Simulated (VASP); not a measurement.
Data:

```yaml
crystal:
  lattice:
    - [0.00000, 3.51287, 3.51287]
    - [3.51287, 0.00000, 3.51287]
    - [3.51287, 3.51287, 0.00000]
  atoms:
    - { symbol: Ba, position: [0.00000, 0.00000, 0.00000] }
    - { symbol: Te, position: [0.50000, 0.50000, 0.50000] }
```

Method: PBE GGA with D3 dispersion (zero damping), VASP's PBE PAW potentials (set 64) (plane waves; VASP). Numerical set-up: 520 eV cut-off, Gaussian smearing of 0.050 eV, potentials Ba_sv Te.

Unless said otherwise, spin-orbit coupling is left out, though it shifts the bands of the heavy elements here.

Problem. Give the energies of bands 6 to 11 at the high-symmetry points, in eV from the valence-band maximum.

Solution. 
```tsv
band	Γ	X	U	L	W
6	0.00	-1.13	-1.25	-2.21	-1.26
7	0.00	-0.38	-1.06	-1.11	-0.94
8	0.00	-0.38	-0.76	-1.11	-0.94
9	2.87	1.54	2.58	4.18	3.51
10	2.93	4.41	4.98	4.73	3.51
11	2.93	4.60	5.14	4.86	4.79
```

The gap is indirect, 1.54 eV, from the valence maximum at Γ to the conduction minimum at X.

The compound is BaTe in the rock salt structure. It was relaxed first.
